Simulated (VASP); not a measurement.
```
Sb
1.0
    3.95734    -2.15500     0.00000
    3.95734     2.15500     0.00000
    2.78382     0.00000     3.54329
Sb
2
Cartesian
  2.49810   0.00000   0.82736
  8.20040   0.00000   2.71593
```

Method: rev-vdW-DF2, VASP's PBE PAW potentials (set 64) (plane waves; VASP 6.6.1). Numerical set-up: 520 eV cut-off, 9×9×9 Γ-centred mesh, first-order Methfessel-Paxton smearing of 0.10 eV, potentials Sb.

Energy and stress use the plane-wave basis of the starting cell.

The ions, cell shape and volume are relaxed. What does this cell relax into?

```
Sb
1.0
    3.98211    -2.18351    -0.00914
    3.98211     2.18351    -0.00914
    2.79306     0.00000     3.58103
Sb
2
Direct
  0.23430   0.23430   0.23430
  0.76570   0.76570   0.76570
```
Space group R-3m (166), at a tolerance of 0.03 Å.

How do energy and volume change from the first to the last step?

The energy (σ→0) changes by -7.5 meV/atom and the volume by +3.2 %, in 8 ionic steps.

The compound is Sb in the a7 structure. This run relaxes it. Symmetry was kept, so distortions that lower it aren't found.
